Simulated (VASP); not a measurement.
The system is Pd.

```
CELL_PARAMETERS angstrom
0.00000 1.94000 1.94000
1.94000 0.00000 1.94000
1.94000 1.94000 0.00000
ATOMIC_POSITIONS crystal
Pd 0.00000 0.00000 0.00000
```

The cell was built by a generator and needn't be a form met in nature.

* Program: VASP 6.6.1
* Task: relaxation of cell and atoms
* Functional: PBE
* Potentials or basis: VASP PAW PBE potentials, release 64 (Pd)
* Cutoff: 700 eV
* k mesh: 18 × 18 × 18
* Occupations: methfessel-paxton, width 0.1 eV
* Spin: no spin polarisation

At the start: pressure 8.8 GPa; volume 14.60 Å³/atom.

**Question.** Where does the relaxation end?

**Answer.** Over 4 steps the energy falls by 17.8 meV/atom and the volume is 15.28 Å³/atom (+4.7 %); space group Fm-3m (No. 225, to 0.05 Å).

The path:
| step | energy change (eV) | largest force (eV/Å) | pressure (GPa) | volume (Å³) |
| --- | --- | --- | --- | --- |
| 1 | 0.0000 | 0.0000 | 8.78 | 14.60 |
| 2 | 0.0167 | 0.0000 | -9.54 | 16.36 |
| 3 | -0.0178 | 0.0000 | -0.11 | 15.30 |
| 4 | -0.0178 | 0.0000 | 0.05 | 15.28 |

Final structure:
```
Pd
1.0
     0.00000    1.96967    1.96967
     1.96967    0.00000    1.96967
     1.96967    1.96967    0.00000
Pd
1
Direct
  0.00000 0.00000 0.00000
```
